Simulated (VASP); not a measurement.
Input:

```xyz
4
Lattice="3.4546 0.0000 0.0000 0.0000 3.4546 0.0000 0.0000 0.0000 3.4546" Properties=species:S:1:pos:R:3 pbc="T T T"
Al     0.0000     0.0000     0.0000
Ni     0.0000     1.7273     1.7273
Ni     1.7273     0.0000     1.7273
Ni     1.7273     1.7273     0.0000
```
Starting moments (μB, in the order of the record's atoms Al Ni Ni Ni): 0.0 0.3 0.3 0.3.

The numbers are results of r2SCAN meta-GGA, VASP's PBE PAW potentials (set 64) (plane waves; VASP), not measurements. Run with 520 eV cut-off, 9×9×9 Γ-centred mesh, first-order Methfessel-Paxton smearing of 0.10 eV, potentials Al Ni.

**Question.** Give the stress tensor in GPa (positive for a compressed cell).

**Answer.** 
```
14.37   0.00   0.00
 0.00  14.37   0.00
 0.00   0.00  14.37
```
The pressure is its mean diagonal, 14.37 GPa.

The compound is Ni3Al in the L1_2 structure. This cell is one point of a volume scan, at 0.94 of the reference volume.
